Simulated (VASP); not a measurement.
Here is a VASP 6.6.1 calculation.

The input INCAR:

```
SYSTEM = Sn2GeO2
PREC = Normal
ENCUT = 520
EDIFF = 1E-4
ISMEAR = 0
SIGMA = 0.15
LREAL = .False.
LASPH = .True.
NELM = 60
ALGO = Fast
ISIF = 3
LWAVE = .False.
LCHARG = .False.
GGA = PE
IBRION = 2
NSW = 24
EDIFFG = -0.08
KPAR = 2
```

KPOINTS

```
regular mesh
0
Gamma
  5 5 2
  0 0 0
```

POSCAR

```
Sn2GeO2
1.0
    3.1000000000      0.0000000000      0.0000000000
   -1.5500000000      2.6846787500      0.0000000000
    0.0000000000      0.0000000000     10.7000000000
Sn Ge O
2 1 2
Direct
    0.6666666700      0.3333333300      0.3800000000
    0.3333333300      0.6666666700      0.6200000000
    0.0000000000      0.0000000000      0.0000000000
    0.6666666700      0.3333333300      0.9100000000
    0.3333333300      0.6666666700      0.0900000000
```

Potentials or basis: VASP PAW PBE potentials, release 64 (Sn_d, Ge_d, O).

Run with:

```console
$ cat potpaw_PBE.64/Sn_d/POTCAR potpaw_PBE.64/Ge_d/POTCAR potpaw_PBE.64/O/POTCAR > POTCAR
$ mpirun -np 2 vasp_std > vasp.out
```

(1) Estimate the relaxed volume.

(2) What does it give for the space group after relaxing (to 0.05 Å)?

(3) What does it give for the band gap on the k mesh?

(4) Predict the relaxed cell.

Answers

(1) 19.48 Å³/atom.

(2) P-3m1 (No. 164).

(3) none (metal or under the smearing width).

(4) a = 3.118 Å, b = 3.118 Å, c = 11.571 Å, α = 90.00°, β = 90.00°, γ = 120.00°.

Caveat: the k mesh is coarse (spacing up to 0.47 Å⁻¹), so the values aren't converged.
